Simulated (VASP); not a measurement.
The system is Pt.

```
CELL_PARAMETERS angstrom
0.00000 1.96090 1.96090
1.96090 0.00000 1.96090
1.96090 1.96090 0.00000
ATOMIC_POSITIONS crystal
Pt 0.00000 0.00000 0.00000
```

| Quantity | Value |
| --- | --- |
| Program | VASP 6.6.1 |
| Task | relaxation of cell and atoms |
| Functional | PBE |
| Potentials or basis | VASP PAW PBE potentials, release 64 (Pt) |
| Cutoff | 520 eV |
| k mesh | 18 × 18 × 18 |
| Occupations | gaussian, width 0.1 eV |
| Spin | no spin polarisation |

At the start: pressure 9.5 GPa; volume 15.08 Å³/atom.

Where does the relaxation end?

Over 17 steps the energy falls by 15.2 meV/atom and the volume is 15.61 Å³/atom (+3.5 %); space group Fm-3m (No. 225, to 0.05 Å).

The path:
```csv
step,energy change (eV),largest force (eV/Å),pressure (GPa),volume (Å³)
1,0.0000,0.0000,9.52,15.08
2,0.0772,0.0000,-17.80,17.12
3,-0.0152,0.0000,-0.33,15.63
4,-0.0152,0.0000,-0.03,15.62
5,-0.0152,0.0000,0.14,15.60
6,-0.0152,0.0000,0.14,15.60
7,-0.0152,0.0000,0.11,15.61
8,-0.0152,0.0000,0.12,15.61
9,-0.0152,0.0000,0.11,15.61
10,-0.0152,0.0000,0.12,15.61
11,-0.0152,0.0000,0.11,15.61
12,-0.0152,0.0000,0.11,15.61
13,-0.0152,0.0000,0.09,15.61
14,-0.0152,0.0000,0.07,15.61
15,-0.0152,0.0000,0.04,15.61
16,-0.0152,0.0000,-0.05,15.62
17,-0.0152,0.0000,0.00,15.61
```

Final structure:
```
Pt
1.0
     0.00000    1.98376    1.98376
     1.98376    0.00000    1.98376
     1.98376    1.98376    0.00000
Pt
1
Direct
  0.00000 0.00000 0.00000
```
